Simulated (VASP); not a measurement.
Input:

```
CELL_PARAMETERS angstrom
      0.00000     2.49385     2.49385
      2.49385     0.00000     2.49385
      2.49385     2.49385     0.00000
ATOMIC_POSITIONS crystal
  Mg 0.00000 0.00000 0.00000
  Se 0.50000 0.50000 0.50000
```

The numbers are results of PBEsol GGA, VASP's PBE PAW potentials (set 64) (plane waves; VASP 6.6.1), not measurements. Numerical set-up: 500 eV cut-off, 9×9×9 Γ-centred mesh, Gaussian smearing of 0.050 eV, potentials Mg Se.

Task: What does the run give for the energy per atom (σ→0), pressure?

Result: 
| Quantity | Value |
|---|---|
| energy per atom (σ→0) | -3.702 eV/atom |
| pressure | 299.8 kbar |

The absolute energy has meaning only against runs of the same code, potentials and settings.

The structure was generated: MgSe was put into the rock salt type (Fm-3m), which need not be its known phase. It was relaxed first under an external pressure of 30 GPa.
